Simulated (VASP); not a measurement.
The input files of a VASP run:

**POSCAR**
```
Ta
1
   -1.6500000000     1.6500000000     1.6500000000
    1.6500000000    -1.6500000000     1.6500000000
    1.6500000000     1.6500000000    -1.6500000000
Ta
1
Direct
  0.0000000000   0.0000000000   0.0000000000
```

KPOINTS:
```
Automatic mesh
0
Gamma
12 12 12
0 0 0
```

### INCAR
```
SYSTEM = Ta
PREC = Accurate
ENCUT = 400
EDIFF = 1E-6
NELM = 100
ALGO = Normal
LREAL = .FALSE.
LASPH = .TRUE.
ISMEAR = 1
SIGMA = 0.1
GGA = PE
LMAXMIX = 6
LWAVE = .FALSE.
LCHARG = .FALSE.
ISIF = 2
ICHARG = 11
```

POTCAR, in this order: Ta_pv (PBE.64 set). Program: vasp_std.

The run wrote:

**standard output**
```
 POSCAR found type information on POSCAR Ta
 POSCAR found :  1 types and       1 ions
 Reading from existing POTCAR
 Reading from existing POTCAR
 LDA part: xc-table for (Slater+PW92), standard interpolation
 WARNING: stress and forces are not correct
 POSCAR, INCAR and KPOINTS ok, starting setup
 WAVECAR not read
 WARNING: CHGCAR is incomplete

 -----------------------------------------------------------------------------
|                                                                             |
|     EEEEEEE  RRRRRR   RRRRRR   OOOOOOO  RRRRRR      ###     ###     ###     |
|     E        R     R  R     R  O     O  R     R     ###     ###     ###     |
|     E        R     R  R     R  O     O  R     R     ###     ###     ###     |
|     EEEEE    RRRRRR   RRRRRR   O     O  RRRRRR       #       #       #      |
|     E        R   R    R   R    O     O  R   R                               |
|     E        R    R   R    R   O     O  R    R      ###     ###     ###     |
|     EEEEEEE  R     R  R     R  OOOOOOO  R     R     ###     ###     ###     |
|                                                                             |
|     ICHARG>10                                                               |
|                                                                             |
|       ---->  I REFUSE TO CONTINUE WITH THIS SICK JOB ... BYE!!! <----       |
|                                                                             |
 -----------------------------------------------------------------------------
```

**Question.** From input and log, find the fault in this run and mend it.

**Answer.** The cause: ICHARG = 11 asks for a fixed density, but there is no CHGCAR. VASP stops with an error: ERROR: charge density could not be read from file CHGCAR for ICHARG>10 ----> I REFUSE TO CONTINUE WITH THIS SICK JOB ... BYE!!! <---- To mend it, run self-consistently first and keep its CHGCAR, or remove ICHARG. The plain static run on this cell (PBE GGA, plane waves, VASP's PBE PAW potentials (set 64)) converges, and its OSZICAR ends with
```
   1 F= -.11800696E+02 E0= -.11800338E+02  d E =-.107287E-02
```

The compound is Ta in the bcc structure. The cell was not relaxed at this level.
